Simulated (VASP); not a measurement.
Output of a VASP run:

File OSZICAR:
```
       N       E                     dE             d eps       ncg     rms          rms(c)
DAV:   1     0.110796008167E+03    0.11080E+03   -0.10672E+04  2504   0.130E+03
DAV:   2    -0.145932152039E+02   -0.12539E+03   -0.12268E+03  3030   0.252E+02
DAV:   3    -0.192473200614E+02   -0.46541E+01   -0.46132E+01  2967   0.516E+01
DAV:   4    -0.192936658849E+02   -0.46346E-01   -0.46331E-01  3156   0.569E+00
DAV:   5    -0.192942338590E+02   -0.56797E-03   -0.56796E-03  3079   0.607E-01    0.218E+01
DAV:   6    -0.183226829302E+02    0.97155E+00   -0.70907E+00  2505   0.267E+01    0.137E+01
DAV:   7    -0.181236971426E+02    0.19899E+00   -0.12514E+00  2428   0.123E+01    0.652E+00
DAV:   8    -0.180893689295E+02    0.34328E-01   -0.71682E-02  2918   0.219E+00    0.122E+00
DAV:   9    -0.180845461348E+02    0.48228E-02   -0.12942E-02  2771   0.121E+00    0.211E-01
DAV:  10    -0.180845812294E+02   -0.35095E-04   -0.13843E-03  3079   0.286E-01    0.102E-01
DAV:  11    -0.180845907799E+02   -0.95505E-05   -0.49772E-05  2960   0.583E-02    0.364E-02
DAV:  12    -0.180845887786E+02    0.20013E-05   -0.11517E-05  2967   0.339E-02    0.957E-03
DAV:  13    -0.180845886648E+02    0.11380E-06   -0.57741E-07  1585   0.583E-03
   1 F= -.15287208E+02 E0= -.15287263E+02  d E =-.152872E+02
```

**OUTCAR**
```
------------------------ aborting loop because EDIFF is reached ----------------------------------------
  FORCE on cell =-STRESS in cart. coord.  units (eV):
  Direction    XX          YY          ZZ          XY          YZ          ZX
  --------------------------------------------------------------------------------------
  Total        2.8332666      2.8332668      2.7959667      0.0000000      0.0000000      0.0000000
  in kB      101.2828544    101.2828629     99.9494674      0.0000000      0.0000000      0.0000000
  external PRESSURE =       0.8383949 kB  Pullay stress =     100.0000000 kB
  volume of cell :       44.82
      direct lattice vectors                 reciprocal lattice vectors
     1.757903479 -3.044778269  0.000000000     0.284429723 -0.164215570  0.000000000
     1.757903479  3.044778269  0.000000000     0.284429723  0.164215570  0.000000000
     0.000000000  0.000000000  4.186792146     0.000000000  0.000000000  0.238846345
 POSITION                                       TOTAL-FORCE (eV/Angst)
 -----------------------------------------------------------------------------------
      0.00000      0.00000      0.00000        -0.000000      0.000000      0.000000
      1.75790      1.01493      1.17937         0.000000      0.000000     -0.008302
      1.75790     -1.01493      3.00742         0.000000      0.000000      0.008302
 -----------------------------------------------------------------------------------
    total drift:                                0.000000      0.000000      0.000000
  FREE ENERGIE OF THE ION-ELECTRON SYSTEM (eV)
  ---------------------------------------------------
  free  energy   TOTEN  =       -18.0845886648 eV

  energy  without entropy=      -18.0847512511  energy(sigma->0) =      -18.08464286
  enthalpy is  TOTEN    =       -15.2872083722 eV   P V=        2.7973802926

 reached required accuracy - stopping structural energy minimisation
```
(Selected blocks of OUTCAR.)

### POSCAR
```
PtS2
1
    1.7579034790    -3.0447782687     0.0000000000
    1.7579034790     3.0447782687    -0.0000000000
   -0.0000000000    -0.0000000000     4.1867921457
Pt S
1 2
Direct
  1.0000000000   0.0000000000   0.0000000000
  0.3333330000   0.6666670000   0.2816880443
  0.6666670000   0.3333330000   0.7183119557
```

**Question.** Write an INCAR and KPOINTS that could have produced this output.

**Answer.** This is not unique; one that fits is the input of the run itself, LDA (Ceperley-Alder, Perdew-Zunger), plane waves, VASP's LDA PAW potentials (set 64).

### KPOINTS
```
Regular mesh
0
G
  10 10 7
```

### INCAR
```
# general
SYSTEM =PtS2
PREC   =Accurate
ENCUT  =500
LREAL  =F   # projection in real space or not
LASPH  =T   # aspherical one-centre terms

# electronic loop
EDIFF  =1E-6   # SCF stop (eV)
NELM   =100   # most electronic steps
ALGO   =Normal
LMAXMIX=6   # l cut-off of mixed one-centre charges

# smearing
ISMEAR =1
SIGMA  =0.1   # width (eV)

# ions
IBRION =2   # conjugate gradients
NSW    =40   # most ionic steps
ISIF   =3   # ions, shape and volume
EDIFFG =-0.02
PSTRESS=100

# output
LWAVE  =F
LCHARG =F
```

POTCAR, in this order: Pt S (LDA.64 set). Program: vasp_std.

The compound is PtS2 in the 1T layered structure. It was relaxed first under an external pressure of 10 GPa.
